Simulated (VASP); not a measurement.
All values below come from LDA (Ceperley-Alder, Perdew-Zunger), VASP's LDA PAW potentials (set 64) (plane waves; VASP). Each cell was relaxed at this level.

### Question
Which of these has an unstable (imaginary) mode at Γ?
A. TiAl, P4/mmm (123)
B. BN, R3m (160)
C. NaHO, Cmcm (63)
D. Pd, P6_3/mmc (194)

### Answer
C, NaHO, Cmcm (63). Its optical Γ-point modes are 487i, 58, 122, 248, 257, 260, 261, 266, 290, 325, 347, 684, 974, 3619, 3654 cm⁻¹.
